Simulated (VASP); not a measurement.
Data:

```xyz
3
Lattice="-1.6371 1.6371 4.0035 1.6371 -1.6371 4.0035 1.6371 1.6371 -4.0035" Properties=species:S:1:pos:R:3 pbc="T T T"
Si     0.0000     0.0000     5.3247
Si     0.0000     0.0000     2.6823
Mo     0.0000     0.0000     0.0000
```

Method: PBE GGA, VASP's PBE PAW potentials (set 64) (plane waves; VASP 6.6.1). Numerical set-up: 520 eV cut-off, 12×12×12 Γ-centred mesh, first-order Methfessel-Paxton smearing of 0.10 eV, potentials Si Mo.

Problem. Give the force on each atom (eV/Å).

Solution. 
```
atom     Fx     Fy      Fz
----  -----  -----  ------
Si1   0.000  0.000  -0.141
Si2   0.000  0.000   0.141
Mo3   0.000  0.000   0.000
```

Problem. Give the stress tensor in GPa (positive for a compressed cell).

Solution. 
```
 -9.94    0.00    0.00
  0.00   -9.94    0.00
  0.00    0.00  -10.99
```
The pressure is its mean diagonal, -10.29 GPa.

The compound is MoSi2 in the MoSi2 type structure. The cell was not relaxed at this level. The run is one of a series of settings (ENCUT = 520, POTCAR Si Mo (PBE.64 set) against the base run), some of them coarse on purpose.
